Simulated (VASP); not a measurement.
Output of a VASP run:

OSZICAR:
```
       N       E                     dE             d eps       ncg     rms          rms(c)
DAV:   1     0.994124248650E+02    0.99412E+02   -0.82327E+03   195   0.950E+02
DAV:   2    -0.112528216953E+02   -0.11067E+03   -0.10671E+03   194   0.286E+02
DAV:   3    -0.148744892042E+02   -0.36217E+01   -0.36144E+01   215   0.579E+01
DAV:   4    -0.149080569099E+02   -0.33568E-01   -0.33564E-01   222   0.556E+00
DAV:   5    -0.149086112400E+02   -0.55433E-03   -0.55433E-03   215   0.686E-01    0.126E+01
DAV:   6    -0.141687016383E+02    0.73991E+00   -0.10066E+01   180   0.390E+01    0.969E+00
DAV:   7    -0.138506790294E+02    0.31802E+00   -0.16130E+00   180   0.182E+01    0.454E+00
DAV:   8    -0.138552729883E+02   -0.45940E-02   -0.43499E-02   209   0.177E+00    0.242E+00
DAV:   9    -0.138556793701E+02   -0.40638E-03   -0.58658E-03   194   0.796E-01    0.339E-01
DAV:  10    -0.138568950717E+02   -0.12157E-02   -0.13085E-03   180   0.373E-01    0.127E-01
DAV:  11    -0.138569914213E+02   -0.96350E-04   -0.11483E-04   187   0.826E-02    0.686E-02
DAV:  12    -0.138570342538E+02   -0.42833E-04   -0.46598E-05   194   0.687E-02    0.403E-02
DAV:  13    -0.138570412837E+02   -0.70299E-05   -0.10557E-05   194   0.332E-02    0.130E-02
DAV:  14    -0.138570433737E+02   -0.20900E-05   -0.16994E-06   156   0.120E-02    0.445E-03
DAV:  15    -0.138570428031E+02    0.57058E-06   -0.15249E-07    90   0.399E-03
   1 F= -.13857043E+02 E0= -.13850419E+02  d E =-.132482E-01  mag=     3.0000
```

OUTCAR:
```
------------------------ aborting loop because EDIFF is reached ----------------------------------------
  FORCE on cell =-STRESS in cart. coord.  units (eV):
  Direction    XX          YY          ZZ          XY          YZ          ZX
  --------------------------------------------------------------------------------------
  Total       -1.7691985     -1.7691985     -1.7691985     -0.0000000     -0.0000000      0.0000000
  in kB      -92.8903890    -92.8903890    -92.8903890     -0.0000000     -0.0000000      0.0000000
  external PRESSURE =     -92.8903890 kB  Pullay stress =       0.0000000 kB
  volume of cell :       30.52
      direct lattice vectors                 reciprocal lattice vectors
     0.000000000  2.480250000  2.480250000    -0.201592581  0.201592581  0.201592581
     2.480250000  0.000000000  2.480250000     0.201592581 -0.201592581  0.201592581
     2.480250000  2.480250000  0.000000000     0.201592581  0.201592581 -0.201592581
 POSITION                                       TOTAL-FORCE (eV/Angst)
 -----------------------------------------------------------------------------------
      0.00000      0.00000      0.00000        -0.000000      0.000000      0.000000
      2.48025      2.48025      2.48025         0.000000     -0.000000     -0.000000
 -----------------------------------------------------------------------------------
    total drift:                                0.000000      0.000000      0.000000
  FREE ENERGIE OF THE ION-ELECTRON SYSTEM (eV)
  ---------------------------------------------------
  free  energy   TOTEN  =       -13.8570428031 eV

  energy  without entropy=      -13.8437945945  energy(sigma->0) =      -13.85041870

 total charge

# of ion       s       p       d       tot
------------------------------------------
    1        1.286   2.453   0.000   3.739
    2        0.182   6.198   5.122  11.502
--------------------------------------------------
tot          1.468   8.652   5.122  15.242

 magnetization (x)

# of ion       s       p       d       tot
------------------------------------------
    1        0.004  -0.129   0.000  -0.126
    2        0.033   0.020   3.051   3.104
--------------------------------------------------
tot          0.037  -0.109   3.051   2.979
```
(Selected blocks of OUTCAR.)

File POSCAR:
```
MnS
1
    0.0000000000     2.4802500000     2.4802500000
    2.4802500000     0.0000000000     2.4802500000
    2.4802500000     2.4802500000     0.0000000000
S Mn
1 1
Direct
  0.0000000000   0.0000000000   0.0000000000
  0.5000000000   0.5000000000   0.5000000000
```

Problem. Write an INCAR and KPOINTS that could have produced this output.

Solution. One answer among several that fit: the input of the run itself, PBE GGA, plane waves, VASP's PBE PAW potentials (set 64).

**INCAR**
```
SYSTEM = MnS
PREC = Accurate; ENCUT = 300; LREAL = .FALSE.
LASPH = .TRUE.
EDIFF = 1E-6; NELM = 100; ALGO = Normal
LMAXMIX = 4
ISMEAR = 0; SIGMA = 0.2
GGA = PE
MAGMOM = 0.0 4.0
ISPIN = 2
ISIF = 2
LWAVE = .FALSE.; LCHARG = .FALSE.; LORBIT = 11
```

KPOINTS:
```
Automatic mesh
0
Gamma
2 2 2
0 0 0
```

POTCAR, in this order: S Mn_pv (PBE.64 set). Program: vasp_std.

At this cut-off the stress carries a Pulay error, which pulls relaxed volumes low.  The moments were started parallel, and other spin orders were not tried in this run.

The structure was generated: MnS was put into an ordered model structure, which need not be its known phase. The cell was not relaxed at this level. The k-mesh is coarse (spacing up to 1.10 per Å, 2π included), so the numbers may not be converged in it. The run is one of a series of settings (KPOINTS 2×2×2 Γ-centred mesh against the base run), some of them coarse on purpose.
